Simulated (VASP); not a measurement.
Computed with PBEsol GGA, VASP's PBE PAW potentials (set 64) (plane waves; VASP 6.6.1).

The input files of a VASP run:

### KPOINTS
```
Automatic mesh
0
Gamma
2 2 2
0 0 0
```

**INCAR**
```
ALGO = Normal   ! blocked Davidson
GGA = PS
PREC = Accurate
SYSTEM = ScF3
NELM = 100
EDIFF = 1E-6
LREAL = F   ! projection in real space or not
ISIF = 2
ENCUT = 400
SIGMA = 0.01
ISMEAR = 0   ! Gaussian
LCHARG = F
LWAVE = F
LMAXMIX = 4   ! l cut-off of mixed one-centre charges
LASPH = T
```

File POSCAR:
```
ScF3
1
    2.8514100000     1.6462620000     4.6533570000
   -2.8514100000     1.6462620000     4.6533570000
    0.0000000000    -3.2925250000     4.6533570000
Sc F
2 6
Direct
  0.5000000000   0.5000000000   0.5000000000
  0.0000000000   0.0000000000   0.0000000000
  0.7265800000   0.2500000000   0.7734200000
  0.2734200000   0.7500000000   0.2265800000
  0.7734200000   0.7265800000   0.2500000000
  0.2265800000   0.2734200000   0.7500000000
  0.2500000000   0.7734200000   0.7265800000
  0.7500000000   0.2265800000   0.2734200000
```

POTCAR, in this order: Sc_sv F (PBE.64 set). Program: vasp_std.

Output of the run:

### OSZICAR
```
       N       E                     dE             d eps       ncg     rms          rms(c)
DAV:   1     0.105854165977E+04    0.10585E+04   -0.26343E+04   304   0.142E+03
DAV:   2     0.179040515173E+03   -0.87950E+03   -0.86132E+03   320   0.539E+02
DAV:   3    -0.501500093116E+02   -0.22919E+03   -0.22213E+03   482   0.241E+02
DAV:   4    -0.649081502136E+02   -0.14758E+02   -0.14729E+02   480   0.740E+01
DAV:   5    -0.650578763914E+02   -0.14973E+00   -0.14959E+00   480   0.102E+01    0.229E+01
DAV:   6    -0.566413112183E+02    0.84166E+01   -0.31573E+01   456   0.547E+01    0.102E+01
DAV:   7    -0.567572241189E+02   -0.11591E+00   -0.47151E+00   394   0.121E+01    0.564E+00
DAV:   8    -0.568011446146E+02   -0.43920E-01   -0.20659E+00   368   0.934E+00    0.235E+00
DAV:   9    -0.566882015490E+02    0.11294E+00   -0.49551E-01   456   0.590E+00    0.351E-01
DAV:  10    -0.566944325054E+02   -0.62310E-02   -0.25324E-02   436   0.187E+00    0.570E-01
DAV:  11    -0.566911442374E+02    0.32883E-02   -0.24997E-02   444   0.145E+00    0.934E-02
DAV:  12    -0.566915468769E+02   -0.40264E-03   -0.21912E-03   444   0.503E-01    0.107E-01
DAV:  13    -0.566914110677E+02    0.13581E-03   -0.76457E-04   440   0.287E-01    0.767E-03
DAV:  14    -0.566914181271E+02   -0.70593E-05   -0.67590E-05   376   0.564E-02    0.505E-03
DAV:  15    -0.566914182307E+02   -0.10364E-06   -0.25504E-06   240   0.147E-02
   1 F= -.56691418E+02 E0= -.56691418E+02  d E =-.427592E-15
```

OUTCAR:
```
------------------------ aborting loop because EDIFF is reached ----------------------------------------
  FORCE on cell =-STRESS in cart. coord.  units (eV):
  Direction    XX          YY          ZZ          XY          YZ          ZX
  --------------------------------------------------------------------------------------
  Total       -7.6082458     -7.6082458     -7.4540487     -0.0000000      0.0000005     -0.0000000
  in kB      -93.0076743    -93.0076745    -91.1226783     -0.0000000      0.0000065     -0.0000000
  external PRESSURE =     -92.3793424 kB  Pullay stress =       0.0000000 kB
  volume of cell :      131.06
      direct lattice vectors                 reciprocal lattice vectors
     2.851410000  1.646262000  4.653357000     0.175351843  0.101239434  0.071632881
    -2.851410000  1.646262000  4.653357000    -0.175351843  0.101239434  0.071632881
     0.000000000 -3.292525000  4.653357000     0.000000000 -0.202478868  0.071632859
 POSITION                                       TOTAL-FORCE (eV/Angst)
 -----------------------------------------------------------------------------------
      0.00000     -0.00000      6.98004        -0.000000      0.000000     -0.000000
      0.00000      0.00000      0.00000        -0.000000     -0.000000     -0.000000
      1.35892     -0.93880      8.14337         0.007967      0.013799     -0.000000
     -1.35892      0.93880      5.81670        -0.007967     -0.013799     -0.000000
      0.13356      1.64626      8.14337        -0.015934     -0.000000     -0.000000
     -0.13356     -1.64626      5.81670         0.015934      0.000000      0.000000
     -1.49249     -0.70747      8.14337         0.007967     -0.013799     -0.000000
      1.49249      0.70746      5.81670        -0.007967      0.013799     -0.000000
 -----------------------------------------------------------------------------------
    total drift:                                0.000000     -0.000000     -0.000000
  FREE ENERGIE OF THE ION-ELECTRON SYSTEM (eV)
  ---------------------------------------------------
  free  energy   TOTEN  =       -56.6914182307 eV

  energy  without entropy=      -56.6914182307  energy(sigma->0) =      -56.69141823
```
(Selected blocks of OUTCAR.)

At this cut-off the stress carries a Pulay error, which pulls relaxed volumes low.

The structure comes from a computed database's ScF3 entry; how it stands against other phases isn't given here. The cell was not relaxed at this level. The k-mesh is coarse (spacing up to 0.67 per Å, 2π included), so the numbers may not be converged in it. The run is one of a series of settings (KPOINTS 2×2×2 Γ-centred mesh against the base run), some of them coarse on purpose.
